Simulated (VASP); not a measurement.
A VASP calculation is set up with these files.

**KPOINTS**
```
Automatic mesh
0
Gamma
14 14 14
0 0 0
```

**POSCAR**
```
Ta
1.0
 -1.6299778253   1.6299778253   1.6299778253
  1.6299778253  -1.6299778253   1.6299778253
  1.6299778253   1.6299778253  -1.6299778253
Ta
1
Cart
 -1.6299778253   1.6299778253   1.6299778253
```

### INCAR
```
SYSTEM = Ta
PREC = Accurate
ENCUT = 400
EDIFF = 1E-6
NELM = 100
ALGO = Normal
LREAL = .FALSE.
LASPH = .TRUE.
ISMEAR = 1
SIGMA = 0.1
LMAXMIX = 6
LWAVE = .FALSE.
LCHARG = .FALSE.
IBRION = 2
ISIF = 3
NSW = 60
EDIFFG = -0.01
```

POTCAR, in this order: Ta_pv (LDA.64 set). Program: vasp_std.

### Question
Write an equivalent input for Quantum ESPRESSO's pw.x.

### Answer
One equivalent input (not run):
```
&CONTROL
  calculation = 'vc-relax'
  pseudo_dir = './pseudo'
  outdir = './out'
  tprnfor = .true.
  tstress = .true.
  nstep = 60
  forc_conv_thr = 0.00039
/
&SYSTEM
  ibrav = 0
  nat = 1
  ntyp = 1
  ecutwfc = 58
  occupations = 'smearing'
  smearing = 'methfessel-paxton'
  degauss = 0.00735
  input_dft = 'pz'
/
&ELECTRONS
  conv_thr = 7.3e-08
  electron_maxstep = 100
/
&IONS
/
&CELL
/
ATOMIC_SPECIES
  Ta 180.948 Ta.upf
CELL_PARAMETERS angstrom
    -1.6299778    1.6299778    1.6299778
     1.6299778   -1.6299778    1.6299778
     1.6299778    1.6299778   -1.6299778
ATOMIC_POSITIONS crystal
  Ta   1.0000000  0.0000000  0.0000000
K_POINTS automatic
  14 14 14 0 0 0
```
What does not carry over: the potentials are each code's own (VASP's PAW set, PseudoDojo norm-conserving files in pw.x), so ENCUT and ecutwfc are chosen apart and not converted; conv_thr bounds pw.x's estimated SCF error, while EDIFF bounds the energy change between steps; forc_conv_thr acts on force components and is met together with etot_conv_thr.

The structure comes from a computed database's Ta entry (Im-3m); how it stands against other phases isn't given here. It was relaxed first. The start is the result of an earlier pass.
